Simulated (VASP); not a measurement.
A convergence study with VASP on Al (fcc): one setting is varied, all else stays as given below, so the limit is that of these other settings.

```xyz
1
Lattice="0.0000 2.0250 2.0250 2.0250 0.0000 2.0250 2.0250 2.0250 0.0000" Properties=species:S:1:pos:R:3 pbc="T T T"
Al     0.0000     0.0000     0.0000
```

All values below come from PBEsol GGA, VASP's PBE PAW potentials (set 64) (plane waves; VASP 6.6.1). The tightest run used: 550 eV cut-off, 21×21×21 Monkhorst-Pack mesh, first-order Methfessel-Paxton smearing of 0.10 eV, potentials Al.

Q: The settings run are 1×1×1 mesh; 2×2×2 mesh; 3×3×3 mesh; 4×4×4 mesh; 5×5×5 mesh; 6×6×6 mesh; 7×7×7 mesh; 8×8×8 mesh; 9×9×9 mesh; 10×10×10 mesh; 11×11×11 mesh; 12×12×12 mesh; 13×13×13 mesh; 14×14×14 mesh; 15×15×15 mesh; 16×16×16 mesh; 17×17×17 mesh; 18×18×18 mesh; 19×19×19 mesh; 20×20×20 mesh; 21×21×21 mesh. From which on does the stress (every component) stay within 0.5 GPa of the tightest run?

A: From 8×8×8 mesh on: it is off by 0.33 there and by no more than 0.5 in any finer run, while 7×7×7 mesh is off by 0.68.
```
setting        E (eV/atom)  pressure (GPa)  irreducible k-points  difference judged (GPa)
-------------  -----------  --------------  --------------------  -----------------------
1×1×1 mesh         -0.5087           -1.60                     1                     0.28
2×2×2 mesh         -3.8736            0.26                     2                     2.14
3×3×3 mesh         -3.5041           -2.72                     4                     0.84
4×4×4 mesh         -4.0341           -1.70                    10                     0.18
5×5×5 mesh         -4.0282           -0.08                    10                     1.80
6×6×6 mesh         -4.0811           -2.01                    28                     0.13
7×7×7 mesh         -4.1336           -2.56                    20                     0.68
8×8×8 mesh         -4.0937           -2.21                    60                     0.33
9×9×9 mesh         -4.0589           -1.60                    35                     0.28
10×10×10 mesh      -4.0921           -2.08                   110                     0.20
11×11×11 mesh      -4.0968           -1.91                    56                     0.03
12×12×12 mesh      -4.0884           -1.99                   182                     0.11
13×13×13 mesh      -4.0857           -2.00                    84                     0.12
14×14×14 mesh      -4.0876           -1.90                   280                     0.02
15×15×15 mesh      -4.0892           -2.11                   120                     0.23
16×16×16 mesh      -4.0892           -1.91                   408                     0.03
17×17×17 mesh      -4.0912           -2.00                   165                     0.12
18×18×18 mesh      -4.0904           -1.97                   570                     0.09
19×19×19 mesh      -4.0848           -1.96                   220                     0.08
20×20×20 mesh      -4.0906           -2.00                   770                     0.12
21×21×21 mesh      -4.0916           -1.88                   286                     0.00
```

Left out are rungs that failed or repeat a setting and relaxations that didn't move; long series are thinned to 24 rows.

The compound is Al in the fcc structure. The cell was not relaxed at this level.
